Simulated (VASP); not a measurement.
AgBr (rock salt): the bulk modulus from VASP (plane waves, PAW) at several levels of theory. Static lattice, third-order Birch-Murnaghan fit over five volumes.

```csv
level,bulk modulus (GPa)
LDA,63.2
PBE,38.8
PBEsol,52.3
HSE06,38.5
HSEsol,49.2
PBE0,39.5
```

The cell of the LDA run:

```yaml
crystal:
  lattice:
    - [0.00000, 2.79382, 2.79382]
    - [2.79382, 0.00000, 2.79382]
    - [2.79382, 2.79382, 0.00000]
  atoms:
    - { symbol: Ag, position: [0.00000, 0.00000, 0.00000] }
    - { symbol: Br, position: [0.50000, 0.50000, 0.50000] }
```

Only levels that ran to the end are used. Left out are those held back, those with too coarse a band path, GW runs whose mesh misses a band edge, hybrids' fits of cells that aren't cubic and levels without matching references; a question may draw on a part of the rest.

The compound is AgBr in the rock salt structure.
